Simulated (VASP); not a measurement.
Consider the following.

```xyz
4
Lattice="4.3941 0.0000 0.0000 0.0000 4.3941 0.0000 0.0000 0.0000 3.6871" Properties=species:S:1:pos:R:3 pbc="T T T"
Pr     2.1970     0.0000     0.9585
Pr     0.0000     2.1970     2.7286
N      0.0000     0.0000     0.0000
N      2.1970     2.1970     0.0000
```

The numbers are results of PBEsol GGA, VASP's PBE PAW potentials (set 64) (plane waves; VASP), not measurements. Numerical set-up: 600 eV cut-off, 6×6×6 Γ-centred mesh, Gaussian smearing of 0.050 eV, potentials Pr_3 N.

The 4f electrons are frozen in the core of the lanthanide potential, so 4f levels, which can set the real gap, and their magnetism are missing.

Q: Estimate the energy per atom (σ→0).

A: 
| Property | Value |
|---|---|
| energy per atom (σ→0) | -8.004 eV/atom |

Only differences to runs with the same potentials and settings are physical.

The structure was generated: PrN was put into the litharge type (P4/nmm), which need not be its known phase. This cell was strained or had an atom moved on purpose. Symmetry was kept, so distortions that lower it aren't found.
